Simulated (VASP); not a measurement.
Computed with PBE GGA, VASP's PBE PAW potentials (set 64) (plane waves; VASP 6.6.1).

VASP input:

POSCAR:
```
Gd
1
    1.8150000000    -3.1436720000     0.0000000000
    1.8150000000     3.1436720000     0.0000000000
    0.0000000000     0.0000000000     5.7800000000
Gd
2
Direct
  0.3333330000   0.6666670000   0.2500000000
  0.6666670000   0.3333330000   0.7500000000
```

INCAR:
```
SYSTEM = Gd
PREC = Accurate; ENCUT = 400; LREAL = F
LASPH = T
EDIFF = 1E-6; NELM = 100; ALGO = Normal
LMAXMIX = 6
ISMEAR = 1; SIGMA = 0.1
GGA = PE
ISIF = 2
LWAVE = F; LCHARG = F
```

KPOINTS:
```
kpoints
0
gamma
 10 10 6
0 0 0
```

POTCAR, in this order: Gd_3 (PBE.64 set). Program: vasp_std.

The 4f electrons are frozen in the core of the lanthanide potential, so 4f levels, which can set the real gap, and their magnetism are missing.

Task: What does the run give for the energy per atom (σ→0), band gap (on the k-mesh)?

Result: 
| Property | Value |
|---|---|
| energy per atom (σ→0) | -4.581 eV/atom |
| band gap (on the k-mesh) | none (metal, semimetal or under 0.01 eV) |

File OSZICAR:
```
...
DAV:   6    -0.915367952153E+01   -0.68355E-03   -0.21512E-02  1586   0.117E+00    0.136E+01
DAV:   7    -0.916195847287E+01   -0.82790E-02   -0.38976E-02  1586   0.158E+00    0.210E-01
DAV:   8    -0.916162120098E+01    0.33727E-03   -0.22009E-03  1706   0.350E-01    0.573E-02
DAV:   9    -0.916162990471E+01   -0.87037E-05   -0.21069E-04  1895   0.106E-01    0.347E-02
DAV:  10    -0.916162465921E+01    0.52455E-05   -0.31312E-05  1698   0.394E-02    0.438E-02
DAV:  11    -0.916162619566E+01   -0.15365E-05   -0.51146E-06  1651   0.160E-02    0.163E-03
DAV:  12    -0.916162637697E+01   -0.18131E-06   -0.28201E-07   893   0.419E-03
   1 F= -.91616264E+01 E0= -.91622308E+01  d E =0.181326E-02
```

The compound is Gd in the hcp structure. The cell was not relaxed at this level.
